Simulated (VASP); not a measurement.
A convergence study with VASP on Se (space group no. 152 when undisturbed): one setting is varied, all else stays as given below, so the limit is that of these other settings. One atom is moved off its site, so that forces are finite.

```yaml
crystal:
  lattice:
    - [2.19156, -3.79589, 0.00000]
    - [2.19156, 3.79589, 0.00000]
    - [0.00000, 0.00000, 4.96485]
  atoms:
    - { symbol: Se, position: [0.00000, 0.22500, 0.66667] }
    - { symbol: Se, position: [0.78641, 0.78641, 0.00000] }
    - { symbol: Se, position: [0.22500, 0.00000, 0.33333] }
```

These are LDA (Ceperley-Alder, Perdew-Zunger), VASP's LDA PAW potentials (set 64) (plane waves; VASP 6.6.1) values and carry that method's errors. The tightest run used: 720 eV cut-off, 7×7×5 Γ-centred mesh, Fermi-Dirac smearing of 0.010 eV, potentials Se.

| setting | E (eV/atom) | pressure (GPa) | largest force (eV/Å) | plane waves |
|---|---|---|---|---|
| ENCUT = 105 | -4.2984 | -17.74 | 1.318 | 218 |
| ENCUT = 120 | -4.1998 | -11.65 | 0.882 | 257 |
| ENCUT = 135 | -4.1511 | -7.90 | 0.633 | 306 |
| ENCUT = 150 | -4.1010 | -5.49 | 0.581 | 363 |
| ENCUT = 165 | -4.0865 | -3.79 | 0.585 | 408 |
| ENCUT = 180 | -4.0864 | -2.61 | 0.599 | 461 |
| ENCUT = 210 | -4.0938 | -1.21 | 0.605 | 578 |

Task: These are the cheaper rows. Estimate the results at ENCUT = 720, and how far the last row shown lies from them.

Result: 
```csv
quantity,tightest run,last row shown is off by
E (eV/atom),-4.0991,0.0053
pressure (GPa),-0.45,-0.76
largest force (eV/Å),0.584,0.021
```

Left out are rungs that failed or repeat a setting and relaxations that didn't move; long series are thinned to 24 rows.

The structure is a typed Se crystal (space group no. 152). The cell was not relaxed at this level, it is distorted from the ideal structure.
